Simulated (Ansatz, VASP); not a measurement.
# Co (Cobalt) in two plane-wave programs

One calculation is typed for both programs; each brings its own data sets. How far apart do they land? The cell is taken from a series of runs on this material, whose earlier steps may have relaxed, scaled, displaced or heated it; both programs get it as it stands.

Method: plane waves, with VASP 6.6.1 beside it; relaxation of cell and atoms at PBEsol, in Ansatz 0.2.0.

## Step 1: The structure

Symmetry: P6_3/mmc, No. 194, hexagonal system. The conventional cell has a = 2.452 Å, b = 2.452 Å, c = 3.967 Å, α = 90.00°, β = 90.00°, γ = 120.00°. Nearest to Co lie 12 Co at 2.44 to 2.45 Å.

## Step 2: Ansatz: relaxation of cell and atoms, PBEsol

Ansatz runs on its PAW soft_1 files.

The relaxed volume is the usual yardstick between codes: in a stiff, nearly cubic crystal its relative difference is about their pressure difference at one cell divided by the bulk modulus.

input.yaml

```yaml
crystal:
  lattice:
    - [2.4519602076, 0.0, 0.0]
    - [-1.2259801038, 2.1234598289, 0.0]
    - [0.0, 0.0, 3.9669457899]
  atoms:
    - { symbol: Co, position: [0.3333333333, 0.6666666667, 0.25], spin: 1.74 }
    - { symbol: Co, position: [0.6666666667, 0.3333333333, 0.75], spin: 1.74 }
kpoints:
  mp_grid: { grid: [24, 24, 12] }
hamiltonian:
  xc: pbesol
  pseudopotentials: { kind: paw, azcp: { folder: soft_1 }, xc_functional: pbe }
scf:
  occupations: { method: gaussian, width: 0.1 }
output:
  forces: true
  stress: true
  eigenvalues: true
  populations: true
  write_density: true
  write_potential: true
  elf: true
  volumetric_format: npy
magnetization:
  spin_polarized: true
relax:
  adjacent_minimum: "off"
  f_tol: 0.005
  max_steps: 80
  cell: { stress_tol: 0.05 }
```

Command:

```console
$ ansatz run input.yaml --threads 8 --pin off --max-ram 15360MiB --backend cpu --events-out ev --progress --plain --runs-dir out
```

Numbers of over 12 decimals in the logs are rounded to 6 here.

What it wrote:

```text
Engine: ansatz 0.2.0, aarch64-unknown-linux-gnu
Pseudopotentials: kind: paw
Pseudopotential: Co, paw, valence charge 17, recommended cutoff 420 eV (normal), soft_1/Co.paw.azcp
Functional definition: PBEsol
  exchange = pbesol_x
  correlation = pbesol_c
Crystal: 2 atoms, lattice volume = 20.654 Å³
Basis set: ecut = 420 eV, 391 PW (Γ), exchange–correlation on 36×36×54 points (8 copies of the dense FFT grid, shifted against one another)
Bands: 23, of which v1, the nominal top of the filled ones, is band 17 counted from 1 (16 counted from 0)
Symmetry: 24 space group operations
Space group: P63/mmc (ITA 194), of the structure as read, at distance tolerance 2.7e-5 Å
Magnetic group: BNS 194.263 (UNI 1493), of the structure as read, at distance tolerance 2.7e-5 Å
k-points: 427 of 6912
Non-local potential: Co, projectors of the file, l = 0: 3, l = 1: 2, l = 2: 3, l = 3: 1
PAW form: soft (Blöchl's): semilocal exchange-correlation on the pseudo side does not see the compensation charge
PAW frozen core: Co, regenerated for the run's functional, and the local potential with it (the file was generated under x = pbe(κ = 0.804, μ = 0.219515), c = pbe(β = 0.066725))
PAW one-centre angular grid: Co, 590 points (default); XC on 64 Gauss nodes
Initial density: superposition of atomic densities (chi_scale 0.1, normalization cell)
Starting moments: Σ|m| = 3.48 μB on 2 of 2 sites
Initial wavefunctions: pseudopotential atomic-orbital guess
Functional: x = pbesol(κ = 0.804, μ = 0.123457), c = pbesol(β = 0.046)
SCF iter   1: F=—  HF=-10185.556982 eV  |F-HF|=—  |Δ(HF+E_count)|=         —  Δρ=9.63e-2 (↑4.23e-2 ↓9.63e-2)  dr2=2.60e0  dr2_m=1.49e-1  M=3.271 μB ∫|m|=3.386 μB  β_m=0.30  ethr=3.10e-3  ⟨swp⟩=5.5  Hψ=76760  notcnv=0
Mixer restart at iter 1: flushing history
preconditioner: auto → none  [metal: Δε(μ)=0.001 eV  Ē_g=9.488 eV  σ=0.100 eV  W_gap=0.00  n_scr=8 (ndim 8)  ℏωp=34.7 eV  f_vac=0.000  D(μ)=1.80/eV (n_scr^D=22)  sad-step TF]
SCF iter   2: F=—  HF=-10184.465171 eV  |F-HF|=—  |Δ(HF+E_count)|=    1.09e0  Δρ=3.48e-2 (↑2.64e-2 ↓3.48e-2)  dr2=1.12e-1  dr2_m=1.41e-1  M=3.301 μB ∫|m|=3.456 μB  β_m=0.33  ethr=3.10e-3  ⟨swp⟩=3.3  Hψ=39765  notcnv=0  defer=1192
SCF iter   3: F=—  HF=-10185.037198 eV  |F-HF|=—  |Δ(HF+E_count)|=         —  Δρ=3.28e-2 (↑3.28e-2 ↓1.12e-2)  dr2=5.09e-2  dr2_m=7.31e-2  M=3.291 μB ∫|m|=3.485 μB  β_m=0.33  ethr=3.28e-4  ⟨swp⟩=2.0  Hψ=26529  notcnv=0  defer=1192
Mixer restart at iter 3: flushing history
SCF iter   4: F=—  HF=-10185.450782 eV  |F-HF|=—  |Δ(HF+E_count)|=   4.14e-1  Δρ=2.04e-2 (↑2.04e-2 ↓6.39e-3)  dr2=2.22e-2  dr2_m=2.72e-2  M=3.257 μB ∫|m|=3.471 μB  β_m=0.62  ethr=1.50e-4  ⟨swp⟩=2.6  Hψ=33133  notcnv=0  defer=1192
SCF iter   5: F=—  HF=-10185.960056 eV  |F-HF|=—  |Δ(HF+E_count)|=   5.09e-1  Δρ=1.06e-2 (↑9.17e-3 ↓1.06e-2)  dr2=4.71e-2  dr2_m=6.15e-4  M=3.178 μB ∫|m|=3.437 μB  β_m=0.81  ethr=6.52e-5  ⟨swp⟩=2.7  Hψ=37751  notcnv=0  defer=1157
SCF iter   6: F=—  HF=-10186.002708 eV  |F-HF|=—  |Δ(HF+E_count)|=   4.27e-2  Δρ=7.60e-3 (↑7.60e-3 ↓2.63e-3)  dr2=1.00e-2  dr2_m=1.47e-3  M=3.146 μB ∫|m|=3.416 μB  β_m=0.75  ethr=6.52e-5  ⟨swp⟩=2.4  Hψ=37666  notcnv=0  defer=1135
SCF iter   7: F=—  HF=-10185.998695 eV  |F-HF|=—  |Δ(HF+E_count)|=   4.01e-3  Δρ=1.46e-3 (↑1.46e-3 ↓1.37e-3)  dr2=9.07e-5  dr2_m=3.36e-4  M=3.141 μB ∫|m|=3.413 μB  β_m=0.87  ethr=2.94e-5  ⟨swp⟩=2.5  Hψ=33988  notcnv=0  defer=1122
SCF iter   8: F=—  HF=-10185.998971 eV  |F-HF|=—  |Δ(HF+E_count)|=   2.76e-4  Δρ=4.22e-4 (↑4.14e-4 ↓4.22e-4)  dr2=1.06e-5  dr2_m=2.87e-5  M=3.138 μB ∫|m|=3.410 μB  β_m=0.94  ethr=2.67e-7  ⟨swp⟩=2.1  Hψ=30300  notcnv=0  defer=1122
SCF iter   9: F=—  HF=-10185.999001 eV  |F-HF|=—  |Δ(HF+E_count)|=   2.98e-5  Δρ=8.21e-5 (↑5.92e-5 ↓8.21e-5)  dr2=6.17e-7  dr2_m=7.82e-7  M=3.136 μB ∫|m|=3.409 μB  β_m=0.95  ethr=3.13e-8  ⟨swp⟩=2.1  Hψ=30527  notcnv=0  defer=1124
SCF iter  10: F=—  HF=-10185.999002 eV  |F-HF|=—  |Δ(HF+E_count)|=   1.12e-6  Δρ=1.16e-5 (↑3.94e-6 ↓1.16e-5)  dr2=2.20e-8  dr2_m=7.61e-9  M=3.136 μB ∫|m|=3.409 μB  β_m=0.91  ethr=1.82e-9  ⟨swp⟩=2.2  Hψ=28593  notcnv=0  defer=1124
SCF iter  11: F=-10185.999002 eV  HF=-10185.999002 eV  |F-HF|=6.44e-10  |Δ(HF+E_count)|=   1.66e-8  Δρ=1.80e-6 (↑1.00e-6 ↓1.80e-6)  dr2=1.02e-9  dr2_m=3.88e-11  M=3.136 μB ∫|m|=3.409 μB  ethr=6.47e-11  ⟨swp⟩=8.6  Hψ=124553  notcnv=0
the search or the solves at the SCF's close seem to have found levels that the self-consistency loop had missed (the run counts 1). By its estimate they hold under 1e-12 electrons; where the run keeps them, the occupations were computed again with them
SCF 1 converged in 11 iterations: F = -10185.999002 eV  dr2 = 1.02e-9
  greatest PAW one-centre occupation: 1.001 electrons in one spin orbital (limit 2), on the Co atom at site 1 (counted from 0), in its partial waves of l = 1
[...]
SCF iter   5: F=—  HF=-10185.999178 eV  |F-HF|=—  |Δ(HF+E_count)|=   4.13e-6  Δρ=5.37e-5 (↑5.37e-5 ↓7.85e-6)  dr2=3.30e-7  dr2_m=1.38e-7  M=3.140 μB ∫|m|=3.414 μB  β_m=0.55  ethr=2.14e-9  ⟨swp⟩=2.0  Hψ=34416  notcnv=0
SCF iter   6: F=—  HF=-10185.999178 eV  |F-HF|=—  |Δ(HF+E_count)|=   1.18e-7  Δρ=1.80e-5 (↑1.80e-5 ↓6.12e-6)  dr2=6.53e-8  dr2_m=7.30e-9  M=3.140 μB ∫|m|=3.414 μB  β_m=0.73  ethr=9.70e-10  ⟨swp⟩=1.0  Hψ=19642  notcnv=0
SCF iter   7: F=-10185.999178 eV  HF=-10185.999178 eV  |F-HF|=5.74e-9  |Δ(HF+E_count)|=   1.63e-8  Δρ=4.04e-6 (↑4.04e-6 ↓3.74e-6)  dr2=7.18e-9  dr2_m=3.04e-11  M=3.140 μB ∫|m|=3.414 μB  ethr=1.92e-10  ⟨swp⟩=5.8  Hψ=113681  notcnv=0
SCF 2 converged in 7 iterations: F = -10185.999178 eV  dr2 = 7.18e-9
relax step   2: F+E_penalty+E_count = -10185.99917776 eV  Δ(F+E_penalty+E_count) = -1.761e-4 eV  max|allowed force component| = 2.313e-18 eV/Å  Δτ_max = 0.0000 Å  P = +0.480 GPa  Ω = 20.696 Å³  energy of the carried Pulay correction = -4.534e-5 eV  (7 SCF iters, dr2 threshold 2.00e-7 eV, accepted)
[...]
relax step   3: F+E_penalty+E_count = -10185.99921083 eV  Δ(F+E_penalty+E_count) = -3.307e-5 eV  max|allowed force component| = 9.252e-18 eV/Å  Δτ_max = 0.0000 Å  P = +0.000 GPa  Ω = 20.737 Å³  energy of the carried Pulay correction = -9.079e-5 eV  (7 SCF iters, dr2 threshold 2.00e-7 eV, accepted)
[...]
relax step   4: F+E_penalty+E_count = -10185.99930389 eV  Δ(F+E_penalty+E_count) = -9.306e-5 eV  max|allowed force component| = 1.850e-17 eV/Å  Δτ_max = 0.0000 Å  P = -0.004 GPa  Ω = 20.737 Å³  stress off target by 1.59e-2 GPa  SCF on the basis re-selected at this cell (its energy is not comparable with the rows above)  (7 SCF iters)
basis re-selected at this cell: Δ(F+E_penalty+E_count) = -9.306e-5 eV, ΔP = -0.004 GPa vs the last step (what re-selecting the basis moved, of the pressure what is left beyond the Pulay correction that the steps carried, after the strain that the cell walked since its last selection, with what the two solves' SCF thresholds leave and, on support functions, any second-order correction that the steps lacked; it is no m [...]
SCF converged after 7 iterations
Magnetization: 3.1437 μB (18.5719 up, 15.4281 down)
Absolute magnetization: 3.4229 μB (∫|ρ↑−ρ↓|, with the PAW one-centre terms)
Spin contamination: 0.0456 ħ² per cell (⟨S²⟩ above its minimum at these occupations)
Per-site moments (μB) at R_I (Å): [(1.635808, 1.005933), (1.635808, 1.005933)]
Free energy (F): -10185.999304 eV
Harris-Foulkes:  -10185.999304 eV  (|F-HF|=0.00e0)
Internal energy: -10185.990560 eV  (E = F + TS)
E sigma→0 (E₀):  -10185.994932 eV
Entropy (-TS):   -0.008744 eV (-4.372 meV/atom)
Fermi energy:    19.540795 eV
--- Per-component energies (eV) ---
  E_band       = -457.461519
  E_kinetic    = 585.699151
  E_local      = -5169.500395  (includes V_loc(G=0)·N_el)
  E_nonlocal   = 870.922258
  E_hartree    = 2298.560870
  E_xc         = -184.593408
  E_vxc        = -238.493087  (∫ρ·V_xc dr)
  E_paw        = -3075.714804  (= ΣΔE_a)
  E_vpaw       = -1103.211193  (= ΣTr[D̂ρ^β])
  E_aug_tail   = -0.000038  (compensation charges beyond the density's cutoff)
  E_ewald      = -5511.741033
  E_core_change = 0.376839  (= ΣΔE_core)
  E_smearing   = -0.008744  (= −TS)
  E_closure    = 0.000000  (closes the sum)
  Σ components = -10185.999304   (vs F -10185.999304, Δ=0.00e0)
--- Forces (eV/Å), atoms counted from 1 ---
  atom   1  Co    -0.00000000    -0.00000000     0.00000000
  atom   2  Co     0.00000000     0.00000000    -0.00000000
  max |Σ_I F_I| component: 0.00e0 eV/Å
--- Stress (GPa, compression-positive) ---
        0.002122       0.000000      -0.000000
        0.000000       0.002122      -0.000000
       -0.000000      -0.000000      -0.015932
  P = ⅓ Tr σ = -0.0039 GPa (-0.039 kbar)
--- Band table (eV; the first three rows and the last of 854) ---
  k-point 0 ↑: bands = [... 13 lower, 17.2474, 17.2474, 17.6239, 17.6239, 18.8306, 18.8306, 19.3203, 26.2735, ... 2 higher]
  k-point 1 ↑: bands = [... 13 lower, 17.2258, 17.2258, 17.6742, 17.6742, 18.8272, 18.8272, 19.0308, 26.7032, ... 2 higher]
  k-point 2 ↑: bands = [... 13 lower, 17.1660, 17.1660, 17.8029, 17.8029, 18.3505, 18.8134, 18.8134, 27.8164, ... 2 higher]
  k-point 426 ↓: bands = [... 13 lower, 17.6725, 19.3307, 19.3307, 20.6980, 20.6980, 26.1276, 26.1276, 27.8795, ... 2 higher]
--- Relaxed structure (3 steps of the walk, 3 accepted, 1 SCFs on fresh bases) ---
  F+E_penalty+E_count = -10185.99930389 eV   max|allowed force component| = 1.850e-17 eV/Å   (the final SCF, on the basis selected at the relaxed cell)
  cell:  # Å, volume = 20.7372 Å³
    - [2.456729, 0.0, 0.0]
    - [-1.228364, 2.127589, 0.0]
    - [0.0, 0.0, 3.967398]
  atoms:
    - { symbol: Co, position: [0.333333, 0.666667, 0.250000] }
    - { symbol: Co, position: [0.666667, 0.333333, 0.75] }
--- Löwdin populations: 2 sites ---
  site symbol       q [e]    m [muB]
     0     Co     16.7801     1.6303
     1     Co     16.7801     1.6303
  spilling = 0.012935 (of n_electrons = 34.000000)
```

(Part 1 of 2 ends here.)

[Lines on the potential files, build, host, timing and source positions are cut from VASP's logs without a mark.]

[Logs are printed without paths, hosts, clocks, repeated set-up lines and the standing remarks that a program may print on its own settings, such as how far it seeks lower states.]

[Hosts, paths, dates, database ids (printed as entryN), source tags and the programs' standing remarks are cut or masked in the printed files.]
